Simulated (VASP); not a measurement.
# GW-BSE spectrum of SiO2 (Stishovite)

What does the electron-hole attraction do to the spectrum of SiO2 (Stishovite)? The cell is of the rutile type, one of the forms listed for this formula. The start is a cell from a database of measured crystal structures.

Method: PBE; plane waves and PAW (Si_GW, O_GW), in the first sound run; inputs show where later runs differ, in VASP 6.6.1.

Most raw output is cut from this account.

### 1. Set-up

The structure is tetragonal, space group P4_2/mnm (No. 136). The conventional cell has a = 4.177 Å, b = 4.177 Å, c = 2.665 Å, α = 90.00°, β = 90.00°, γ = 90.00°. Nearest to Si lie 6 O at 1.76 to 1.81 Å. Nearest to O lie 3 Si at 1.76 to 1.81 Å. Farther neighbours and most contacts between anions are not listed.

Structure file:

```xyz
6
Lattice="4.1773 0.0000 0.0000 0.0000 4.1773 0.0000 0.0000 0.0000 2.6652" Properties=species:S:1:pos:R:3 pbc="T T T"
Si    0.0000    0.0000    0.0000
Si    2.0886    2.0886    1.3326
O     1.2778    1.2778    0.0000
O     0.8108    3.3665    1.3326
O     2.8995    2.8995    0.0000
O     3.3665    0.8108    1.3326
```

### 2. Ground state

The orbitals come from a self-consistent PBE run with a tight EDIFF and a narrow smearing. KPOINTS_OPT adds the bands along a path, which shows whether the mesh holds the band edges.

The input, INCAR:

```
SYSTEM = SiO2
PREC = Accurate
ENCUT = 440
EDIFF = 1E-08
NELM = 100
ISMEAR = 0
SIGMA = 0.01
LREAL = .FALSE.
ALGO = Normal
GGA = PE
NBANDS = 22
LORBIT = 11
LWAVE = .TRUE.
LCHARG = .FALSE.
KPAR = 8
```

The input, POSCAR:

```
SiO2
1.0
    4.1773000000      0.0000000000      0.0000000000
    0.0000000000      4.1773000000      0.0000000000
    0.0000000000      0.0000000000      2.6652000000
Si O
2 4
Direct
    0.0000000000      0.0000000000      0.0000000000
    0.5000000000      0.5000000000      0.5000000000
    0.3059000000      0.3059000000      0.0000000000
    0.1941000000      0.8059000000      0.5000000000
    0.6941000000      0.6941000000      0.0000000000
    0.8059000000      0.1941000000      0.5000000000
```

The input, KPOINTS:

```
Automatic mesh
0
Gamma
6 6 8
0 0 0
```

The input, KPOINTS_OPT:

```
Line mode
12
Line-mode
Reciprocal
  0.00000000   0.00000000   0.00000000 GAMMA
  0.00000000   0.50000000   0.00000000 X

  0.00000000   0.50000000   0.00000000 X
  0.50000000   0.50000000   0.00000000 M

  0.50000000   0.50000000   0.00000000 M
  0.00000000   0.00000000   0.00000000 GAMMA

  0.00000000   0.00000000   0.00000000 GAMMA
  0.00000000   0.00000000   0.50000000 Z

  0.00000000   0.00000000   0.50000000 Z
  0.00000000   0.50000000   0.50000000 R

  0.00000000   0.50000000   0.50000000 R
  0.50000000   0.50000000   0.50000000 A

  0.50000000   0.50000000   0.50000000 A
  0.00000000   0.00000000   0.50000000 Z

  0.00000000   0.50000000   0.00000000 X
  0.00000000   0.50000000   0.50000000 R

  0.50000000   0.50000000   0.00000000 M
  0.50000000   0.50000000   0.50000000 A
```

Potentials, in the order of the species: Si_GW and O_GW (PBE family, release 64).

Started as:

```sh
> mpirun -np 8 vasp_std
```

Elapsed: 13 s, on 8 MPI ranks of Intel Xeon Platinum 8559C (Emerald Rapids), shared host; peak memory 1.6 GiB; 94 s of CPU time.

Numbers from this step:

| Item | Value |
| --- | --- |
| free energy (TOTEN) | -46.27 eV |
| Fermi energy | 8.045 eV |
| pressure | 6.134 GPa |
| least gap on mesh and path | 5.613 eV |
| least direct gap on mesh and path | 5.613 eV |

The highest empty bands on the path are converged less tightly, to about 0.1 eV. Electronic bands along the path, in eV, zero at the valence-band top; v1 is the highest filled band, c1 the lowest empty one:

```
          point     v4     v3     v2     v1    c1    c2     c3     c4
              Γ  -2.53  -0.88  -0.88   0.00  5.61  6.71   8.52   8.52
0.45 of the way  -2.49  -1.91  -0.97  -0.39  6.37  7.15   8.66   8.69
              X  -2.71  -2.71  -1.07  -1.07  7.75  7.75   9.10   9.10
0.55 of the way  -2.99  -2.99  -1.55  -1.55  7.52  7.52   9.66   9.66
              M  -2.68  -2.68  -2.29  -2.29  7.43  7.43  10.09  10.09
0.55 of the way  -2.55  -2.35  -1.36  -0.69  6.68  7.56   8.60   9.35
              Γ  -2.53  -0.88  -0.88   0.00  5.61  6.71   8.52   8.52
0.45 of the way  -4.23  -1.41  -1.41  -0.65  7.31  9.54  10.14  10.94
              Z  -3.08  -3.08  -2.69  -2.69  9.10  9.10  12.65  12.65
0.45 of the way  -2.86  -2.86  -2.33  -2.33  9.02  9.02  11.00  11.00
              R  -2.30  -2.30  -1.76  -1.76  8.79  8.79   9.88   9.88
0.45 of the way  -2.30  -2.30  -1.65  -1.65  7.82  7.82  10.66  10.66
              A  -1.77  -1.77  -1.56  -1.56  7.18  7.18  11.04  11.04
0.55 of the way  -2.65  -2.54  -2.44  -1.94  8.16  8.78  10.50  11.88
              Z  -3.08  -3.08  -2.69  -2.69  9.10  9.10  12.65  12.68
      jump to X  -2.71  -2.71  -1.07  -1.07  7.75  7.75   9.10   9.10
0.55 of the way  -2.82  -2.82  -1.49  -1.49  9.11  9.11  10.43  10.43
              R  -2.30  -2.30  -1.76  -1.76  8.79  8.79   9.88   9.88
      jump to M  -2.68  -2.68  -2.29  -2.29  7.43  7.43  10.09  10.09
0.45 of the way  -1.99  -1.99  -1.76  -1.76  8.20  8.20  11.48  11.48
              A  -1.77  -1.77  -1.56  -1.56  7.18  7.18  11.04  11.04
```

Of the projections kept (Si, O), the largest for each band there; the rest of the weight can lie on other orbitals:

```
point      v4      v3      v2      v1       c1       c2       c3       c4
    Γ  O 0.86  O 0.99  O 0.99  O 1.00  Si 0.55  Si 0.86  Si 0.65  Si 0.65
    X  O 0.89  O 0.89  O 0.98  O 0.98  Si 0.55  Si 0.55  Si 0.65  Si 0.65
    M  O 0.93  O 0.93  O 0.95  O 0.95  Si 0.67  Si 0.67  Si 0.56  Si 0.56
    Γ  O 0.86  O 0.99  O 0.99  O 1.00  Si 0.55  Si 0.86  Si 0.65  Si 0.65
    Z  O 0.97  O 0.97  O 0.92  O 0.92  Si 0.63  Si 0.63   O 0.68   O 0.68
    R  O 0.90  O 0.90  O 0.99  O 0.99  Si 0.62  Si 0.62  Si 0.70  Si 0.70
```

The cell has a gap of 5.61 eV on mesh and path and a pressure of +6.1 GPa, which holds the misfit of the given cell and coordinates with this functional, and any error of cutoff, mesh and data sets. Forces of up to 0.100 eV/Å remain in these settings.

### 3. Empty bands

ALGO = Exact makes the empty bands from the converged ground state in one step. LOPTICS writes the k-derivatives of the orbitals (WAVEDER), which give the long-wavelength limit of the screening.

The input, INCAR:

```
SYSTEM = SiO2
PREC = Accurate
ENCUT = 440
ISMEAR = 0
SIGMA = 0.01
LREAL = .FALSE.
GGA = PE
NBANDS = 112
ALGO = Exact
NELM = 1
LWAVE = .TRUE.
LCHARG = .FALSE.
LOPTICS = .TRUE.
NEDOS = 1000
CSHIFT = 0.1
```

POSCAR is that of step 2.

KPOINTS is that of step 2.

Started as:

```sh
> mpirun -np 8 vasp_std
```

Run time: 19 s. Hardware: 8 MPI ranks; peak memory 2.1 GiB.

The gap is read on the k-mesh alone, so it is an upper bound where the band edges lie off the mesh.

A gap read on the k-mesh alone can miss the band edges.

This step gave:

| Item | Value |
| --- | --- |
| gap on the k-mesh | 5.613 eV |
| least direct gap on the k-mesh | 5.613 eV |

WAVECAR now holds 112 bands for 32 electrons. Its independent-particle dielectric tensor has xx, yy, zz = 3.4, 3.4, 3.6 on this mesh, which isn't tested for convergence in mesh or bands and lacks local fields.

### 4. G0W0

This step: G0W0 on PBE; plane waves and PAW (Si_GW, O_GW) (VASP 6.6.1).

One pass of GW corrects the levels to first order, with G and W from the starting orbitals. LWAVE keeps the quasiparticle levels in WAVECAR, and the W files hold the screened interaction for the next step.

The input, INCAR:

```
SYSTEM = SiO2
PREC = Accurate
ENCUT = 440
ISMEAR = 0
SIGMA = 0.01
LREAL = .FALSE.
GGA = PE
NBANDS = 112
ALGO = EVGW0
NELMGW = 1
ENCUTGW = 100
NOMEGA = 48
PRECFOCK = Fast
NBANDSGW = 24
LWAVE = .TRUE.
LCHARG = .FALSE.
```

POSCAR is that of step 3.

KPOINTS is that of step 3.

Started as:

```sh
> mpirun -np 8 vasp_std
```

The job ended after 10 min (8 MPI ranks; peak memory 2.8 GiB).

Numbers from this step:

- quasiparticle gap on the mesh: 8.267 eV
- smallest direct quasiparticle gap on the mesh: 8.267 eV
- gap of the starting orbitals on the mesh: 5.613 eV

GW takes the gap from 5.613 to 8.267 eV. The value holds for 112 bands, ENCUTGW = 100 eV and this mesh, and isn't shown to be converged in them.

### 5. BSE, Tamm-Dancoff

This step: BSE on G0W0 on PBE; plane waves and PAW (Si_GW, O_GW) (VASP 6.6.1).

The Bethe-Salpeter equation adds the screened attraction of electron and hole to the quasiparticle pairs; ANTIRES = 0 leaves out the coupling to antiresonant pairs.

The input, INCAR:

```
SYSTEM = SiO2
PREC = Accurate
ENCUT = 440
ISMEAR = 0
SIGMA = 0.01
LREAL = .FALSE.
GGA = PE
NBANDS = 112
ALGO = BSE
NBANDSO = 4
NBANDSV = 4
OMEGAMAX = 25
NEDOS = 1000
CSHIFT = 0.1
PRECFOCK = Fast
LWAVE = .FALSE.
LCHARG = .FALSE.
ENCUTGW = 100
ANTIRES = 0
```

POSCAR is that of step 4.

KPOINTS is that of step 4.

Started as:

```sh
> mpirun -np 8 vasp_std
```

Wall time 50 s (8 MPI ranks); peak memory 3.8 GiB; 6.4 min of CPU time.

This step gave:

```
lowest excitation                     : 7.696 eV
direct gap less the lowest excitation : 0.5713 eV
```

The imaginary dielectric function has structure finer than the step of the table below, so its rows give means over 0.5 eV, whole bins alone (the curve runs from 0 to 25 eV). Peaks (eV: height): xx 9.13: 1.73, 9.58: 2.20, 10.01: 1.95, 10.34: 1.86, 11.26: 2.49, 13.59: 1.79, 14.46: 2.10; zz 10.26: 2.78, 10.71: 1.93, 11.71: 3.76, 12.76: 3.77, 13.34: 2.94, 13.84: 2.89, 15.14: 1.87.

From 4 filled and 4 empty bands alone, without any pair above OMEGAMAX = 25 eV, so strength is missing wherever others contribute; lines are broadened by CSHIFT, which also makes the tail under the first line. Imaginary dielectric function against photon energy; means over each step:

```
photon energy (eV)       xx       zz
               0.5   4.6e-4   3.8e-4
               1.0   9.4e-4   7.8e-4
               1.5  0.00144  0.00118
               2.0  0.00198  0.00158
               2.5  0.00259  0.00204
               3.0  0.00331  0.00253
               3.5  0.00411  0.00312
               4.0  0.00507  0.00377
               4.5  0.00627  0.00452
               5.0  0.00783  0.00547
               5.5  0.00989  0.00658
               6.0   0.0128  0.00801
               6.5   0.0173  0.00984
               7.0   0.0251   0.0123
               7.5   0.0415   0.0158
               8.0    0.106   0.0212
               8.5    0.784   0.0302
               9.0     1.11   0.0496
               9.5     1.42    0.114
              10.0     1.39    0.826
              10.5     1.31     1.71
              11.0     1.72    0.939
              11.5     1.79     1.59
              12.0     1.43     2.56
              12.5     1.27     2.78
              13.0     1.16     2.12
              13.5     1.55     2.12
              14.0     1.54     2.60
              14.5     1.79     2.20
              15.0     1.30     1.56
              15.5    0.717    0.829
              16.0    0.417    0.393
              16.5    0.607    0.507
              17.0    0.267    0.211
              17.5    0.117    0.102
              18.0   0.0653   0.0363
              18.5   0.0438   0.0235
              19.0   0.0274   0.0152
              19.5   0.0116   0.0114
              20.0  0.00977  0.00925
              20.5  0.00946  0.00773
              21.0  0.00602  0.00657
              21.5  0.00506  0.00566
              22.0  0.00436  0.00494
              22.5  0.00382  0.00435
              23.0  0.00336  0.00386
              23.5  0.00301  0.00346
              24.0  0.00269  0.00309
              24.5  0.00243  0.00279
```

Some of the lowest 40 states alone, with states under 2.5 meV apart joined, scaled to the strongest line shown. Exciton lines, with heights relative to the strongest:

```
position (eV)  lines merged  oscillator strength
        7.696             1                  0.0
        8.335             1                  0.0
        8.499             2                   19
        8.517             1                  0.0
        8.555             1                  0.0
        8.562             2                   50
        8.802             1                  0.0
        8.831             1                  0.0
        8.970             1                  0.0
        9.007             3                   33
        9.066             1                  0.0
        9.127             2                   61
        9.139             2                  0.1
        9.179             1                  0.0
        9.184             2                  0.0
        9.278             1                  0.0
        9.319             1                  0.0
        9.373             2                  8.6
        9.392             4                  0.2
        9.439             2                  0.7
        9.554             2                  100
        9.609             1                  0.0
```

The lowest excitation lies at 7.696 eV, -571 meV against the direct gap of these orbitals. It is dark; the first state with over 2 % of the strongest strength among the lowest 40 lies at 8.499 eV. No second mesh in this session tests these energies, peaks and heights.

### 6. Without the electron-hole attraction

This step: BSE on G0W0 on PBE, without the electron-hole attraction; plane waves and PAW (Si_GW, O_GW) (VASP 6.6.1).

LADDER = .FALSE. removes the attraction and keeps the local fields, which shows what the attraction does.

Edit INCAR of step 5 so:

```diff
@@ -19 +19,2 @@
 ANTIRES = 0
+LADDER = .FALSE.
```

POSCAR is that of step 5.

KPOINTS is that of step 5.

Started as:

```sh
> mpirun -np 8 vasp_std
```

Wall time 26 s (8 MPI ranks); peak memory 3 GiB; 3.3 min of CPU time.

Numbers from this step:

```yaml
lowest_excitation: 8.268 eV
```

The imaginary dielectric function has structure finer than the step of the table below, so its rows give means over 0.5 eV, whole bins alone (the curve runs from 0 to 25 eV). Peaks (eV: height): xx 11.09: 0.852, 13.09: 2.83, 14.01: 2.03, 15.64: 2.79, 17.04: 1.32; zz 11.34: 1.02, 12.96: 2.12, 13.39: 3.32, 13.89: 2.62, 14.84: 3.19, 16.02: 3.98.

From 4 filled and 4 empty bands alone, without any pair above OMEGAMAX = 25 eV, so strength is missing wherever others contribute; lines are broadened by CSHIFT, which also makes the tail under the first line. Table of imaginary dielectric function by photon energy; means over each step:

```
photon energy (eV)       xx       zz
               0.5   2.8e-4   2.6e-4
               1.0   5.7e-4   5.2e-4
               1.5   8.6e-4   8.0e-4
               2.0  0.00117  0.00107
               2.5  0.00150  0.00138
               3.0  0.00188  0.00170
               3.5  0.00228  0.00208
               4.0  0.00276  0.00248
               4.5  0.00328  0.00291
               5.0  0.00393  0.00342
               5.5  0.00471  0.00403
               6.0  0.00566  0.00476
               6.5  0.00691  0.00563
               7.0  0.00859  0.00669
               7.5   0.0111  0.00809
               8.0   0.0153  0.00991
               8.5   0.0263   0.0124
               9.0    0.140   0.0163
               9.5    0.221   0.0236
              10.0    0.293   0.0428
              10.5    0.508    0.102
              11.0    0.691    0.480
              11.5    0.642    0.776
              12.0    0.826    0.336
              12.5     1.42     1.06
              13.0     2.19     1.83
              13.5     1.95     2.46
              14.0     1.87     2.04
              14.5     1.54     2.11
              15.0     1.99     2.53
              15.5     2.55     2.59
              16.0     2.10     3.34
              16.5     1.02     1.57
              17.0    0.946    0.946
              17.5    0.563    0.681
              18.0    0.276    0.231
              18.5    0.127   0.0770
              19.0   0.0638   0.0378
              19.5   0.0392   0.0242
              20.0   0.0174   0.0175
              20.5   0.0139   0.0137
              21.0   0.0129   0.0111
              21.5  0.00840  0.00922
              22.0  0.00696  0.00776
              22.5  0.00592  0.00667
              23.0  0.00511  0.00577
              23.5  0.00449  0.00504
              24.0  0.00395  0.00445
              24.5  0.00351  0.00395
```

The lowest excitation lies at 8.268 eV, +573 meV against the Tamm-Dancoff singlet. It is dark; the first state with over 2 % of the strongest strength among the lowest 40 lies at 9.026 eV. No second mesh in this session tests these energies, peaks and heights.

### 7. Independent quasiparticles

This step: BSE on G0W0 on PBE, independent quasiparticles; plane waves and PAW (Si_GW, O_GW) (VASP 6.6.1).

With LADDER and LHARTREE off the pairs don't interact at all, so the lowest line must equal the direct gap.

Edit INCAR of step 6 so:

```diff
@@ -20 +20,2 @@
 LADDER = .FALSE.
+LHARTREE = .FALSE.
```

POSCAR is that of step 6.

KPOINTS is that of step 6.

Started as:

```sh
> mpirun -np 8 vasp_std
```

Run time: 12 s. Hardware: 8 MPI ranks; peak memory 3 GiB.

Numbers from this step:

```yaml
lowest_excitation: 8.267 eV
```

The imaginary dielectric function has structure finer than the step of the table below, so its rows give means over 1 eV, whole bins alone (the curve runs from 0 to 25 eV). Peaks (eV: height): xx 11.0: 1.03, 13.0: 3.01, 14.0: 1.84, 15.6: 2.60, 16.0: 2.41, 17.0: 1.31; zz 11.3: 1.07, 13.0: 2.25, 13.4: 3.45, 13.9: 2.67, 14.8: 3.21, 16.0: 3.83.

From 4 filled and 4 empty bands alone, without any pair above OMEGAMAX = 25 eV, so strength is missing wherever others contribute; lines are broadened by CSHIFT, which also makes the tail under the first line. Imaginary dielectric function against photon energy; means over each step:

```
photon energy (eV)       xx       zz
                 1   5.9e-4   5.4e-4
                 2  0.00122  0.00109
                 3  0.00198  0.00173
                 4  0.00291  0.00251
                 5  0.00417  0.00351
                 6  0.00607  0.00489
                 7  0.00935  0.00691
                 8   0.0175   0.0103
                 9    0.126   0.0172
                10    0.398   0.0454
                11    0.786    0.531
                12     1.10    0.620
                13     2.09     2.04
                14     1.59     2.03
                15     1.90     2.44
                16     1.86     2.74
                17    0.780    0.914
                18    0.271    0.246
                19   0.0647   0.0370
                20   0.0184   0.0172
                21   0.0116   0.0109
                22  0.00673  0.00764
                23  0.00495  0.00567
                24  0.00384  0.00438
```

The lowest excitation lies at 8.267 eV, +571 meV against the Tamm-Dancoff singlet. It is dark; the first state with over 2 % of the strongest strength among the lowest 40 lies at 9.025 eV. No second mesh in this session tests these energies, peaks and heights.

### 8. Summary

This step: BSE on G0W0 on PBE; plane waves and PAW (VASP 6.6.1).

Derived from the runs above.

Cost is wall time times ranks on a shared host, for this step alone, without the steps before it. Excitations by level:

```
                               level  first excitation (eV)  cost (core minutes)
                   BSE, Tamm-Dancoff                  7.696                 6.67
without the electron-hole attraction                  8.268                 3.47
          independent quasiparticles                  8.267                 1.57
```

### 9. Results

```
BSE, Tamm-Dancoff                    : lowest vertical excitation 7.696 eV; direct gap 8.267 eV
without the electron-hole attraction : lowest vertical excitation 8.268 eV; direct gap 8.267 eV
independent quasiparticles           : lowest vertical excitation 8.267 eV; direct gap 8.267 eV
```

**Reading.** The Bethe-Salpeter equation puts the lowest vertical singlet excitation at 7.696 eV, 0.57 eV below the direct gap of 8.267 eV; the states within 10 meV of it carry 0 % of the strength of the strongest such group among the lowest 40 states. The attraction moves the centre of weight of eps2 xx over the computed range by -1.88 eV against the run without the attraction. The spectra were run on one mesh, so the distance from the gap isn't shown to be converged; coarse meshes tend to overstate it. Bands, response cutoff and mesh of the GW step weren't tested in this session. Only the bands set by NBANDSO and NBANDSV form pairs, and any pair above OMEGAMAX = 25 eV is dropped, so the spectrum is that of this window; the window can cut degenerate bands, and the ratio of directions in the curves is that of the window, not of the crystal. The given cell is kept, although it stands at +6.1 GPa at PBE and ENCUT = 440 eV, which holds the mismatch of the given cell with this functional and any basis-set error. Not tabulated here, as repeats of values shown or as unfit to read for their mesh, reference level or band range: eps2 curves (empty bands); eps1 curves and static values (BSE, empty bands, independent quasiparticles, without the electron-hole attraction); line lists of runs without attraction (independent quasiparticles, without the electron-hole attraction).

[Lines on the potential files, build, host, timing and source positions are cut from VASP's logs without a mark.]

[Logs are printed without paths, hosts, clocks, repeated set-up lines and the standing remarks that a program may print on its own settings, such as how far it seeks lower states.]

[Hosts, paths, dates, database ids (printed as entryN), source tags and the programs' standing remarks are cut or masked in the printed files.]

[Pressures printed for these runs are not shown converged in the cutoff: they can be off by several GPa and have the wrong sign.]
